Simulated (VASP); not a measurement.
Computed with vdW-DF2, VASP's PBE PAW potentials (set 64) (plane waves; VASP).

Input for VASP

### INCAR
```
SYSTEM = Tl
PREC = Accurate
ENCUT = 520
EDIFF = 1E-6
NELM = 100
ALGO = Normal
LREAL = .FALSE.
LASPH = .TRUE.
ISMEAR = 1
SIGMA = 0.1
GGA = ML
ZAB_VDW = -1.8867
LUSE_VDW = .TRUE.
AGGAC = 0.0
LMAXMIX = 4
LWAVE = .FALSE.
LCHARG = .FALSE.
IBRION = 2
ISIF = 3
NSW = 60
EDIFFG = -0.01
```

KPOINTS:
```
kpoints
0
G
 10 10 6
```

POSCAR:
```
Tl
1
    1.9021577883    -3.2946340679     0.0000000000
    1.9021577883     3.2946340679     0.0000000000
    0.0000000000     0.0000000000     5.8086938030
Tl
2
Direct
  0.3333330000   0.6666670000   0.2500000000
  0.6666670000   0.3333330000   0.7500000000
```

POTCAR, in this order: Tl_d (PBE.64 set). Program: vasp_std.

The resulting files:

### OSZICAR
```
       N       E                     dE             d eps       ncg     rms          rms(c)
DAV:   1     0.131789209216E+03    0.13179E+03   -0.14185E+04  1912   0.140E+03
DAV:   2     0.403068373242E+01   -0.12776E+03   -0.12636E+03  2072   0.282E+02
DAV:   3     0.170767847507E+01   -0.23230E+01   -0.22599E+01  2170   0.336E+01
DAV:   4     0.168660884867E+01   -0.21070E-01   -0.21061E-01  2197   0.300E+00
DAV:   5     0.168633690410E+01   -0.27194E-03   -0.27194E-03  2136   0.355E-01    0.136E+00
DAV:   6     0.173488475673E+01    0.48548E-01   -0.11512E-01  1963   0.263E+00    0.925E-01
DAV:   7     0.174112933458E+01    0.62446E-02   -0.23350E-02  1979   0.120E+00    0.585E-01
DAV:   8     0.174144698920E+01    0.31765E-03   -0.11202E-03  2017   0.278E-01    0.455E-02
DAV:   9     0.174144121091E+01   -0.57783E-05   -0.44424E-05  2215   0.554E-02    0.106E-02
DAV:  10     0.174142070352E+01   -0.20507E-04   -0.59111E-05  1919   0.553E-02    0.137E-03
DAV:  11     0.174142064514E+01   -0.58384E-07   -0.20456E-07  1269   0.384E-03
   1 F= 0.17414206E+01 E0= 0.17419970E+01  d E =0.174142E+01
       N       E                     dE             d eps       ncg     rms          rms(c)
DAV:   1     0.174131828077E+01   -0.10242E-03   -0.29389E-03  1917   0.432E-01    0.507E-02
DAV:   2     0.174138702122E+01    0.68740E-04   -0.12784E-04  1985   0.968E-02    0.215E-02
DAV:   3     0.174140599125E+01    0.18970E-04   -0.34616E-05  1997   0.515E-02    0.120E-02
DAV:   4     0.174140972725E+01    0.37360E-05   -0.45192E-06  2014   0.193E-02    0.106E-03
DAV:   5     0.174140969916E+01   -0.28092E-07   -0.44307E-07   974   0.556E-03
   2 F= 0.17414097E+01 E0= 0.17419838E+01  d E =-.109460E-04
```

OUTCAR:
```
------------------------ aborting loop because EDIFF is reached ----------------------------------------
  FORCE on cell =-STRESS in cart. coord.  units (eV):
  Direction    XX          YY          ZZ          XY          YZ          ZX
  --------------------------------------------------------------------------------------
  Total       -0.0048396     -0.0048396      0.0131330      0.0000000      0.0000000      0.0000000
  in kB       -0.1064599     -0.1064599      0.2888938      0.0000000      0.0000000      0.0000000
  external PRESSURE =       0.0253247 kB  Pullay stress =       0.0000000 kB
  volume of cell :       72.83
      direct lattice vectors                 reciprocal lattice vectors
     1.902033993 -3.294419649  0.000000000     0.262876479 -0.151771800  0.000000000
     1.902033993  3.294419649 -0.000000000     0.262876479  0.151771800  0.000000000
    -0.000000000 -0.000000000  5.811770069     0.000000000  0.000000000  0.172064619
 POSITION                                       TOTAL-FORCE (eV/Angst)
 -----------------------------------------------------------------------------------
      1.90203      1.09814      1.45294        -0.000000     -0.000000     -0.000000
      1.90203     -1.09814      4.35883         0.000000      0.000000      0.000000
 -----------------------------------------------------------------------------------
    total drift:                               -0.000034      0.000517      0.000012
  FREE ENERGIE OF THE ION-ELECTRON SYSTEM (eV)
  ---------------------------------------------------
  free  energy   TOTEN  =         1.7414096992 eV

  energy  without entropy=        1.7431320102  energy(sigma->0) =        1.74198380

 reached required accuracy - stopping structural energy minimisation
```
(Selected blocks of OUTCAR.)

### CONTCAR
```
Tl
   1.00000000000000
     1.9020339932958485   -3.2944196486368162    0.0000000000000000
     1.9020339932958485    3.2944196486368162   -0.0000000000000000
    -0.0000000000000000   -0.0000000000000000    5.8117700685501070
  Tl
     2
Direct
     0.3333330000000032    0.6666669999999968    0.2500000000000000
     0.6666669999999968    0.3333330000000032    0.7500000000000000
```

The compound is Tl in the hcp structure. This run relaxes it. Symmetry was kept, so distortions that lower it aren't found. The start is the result of an earlier pass.
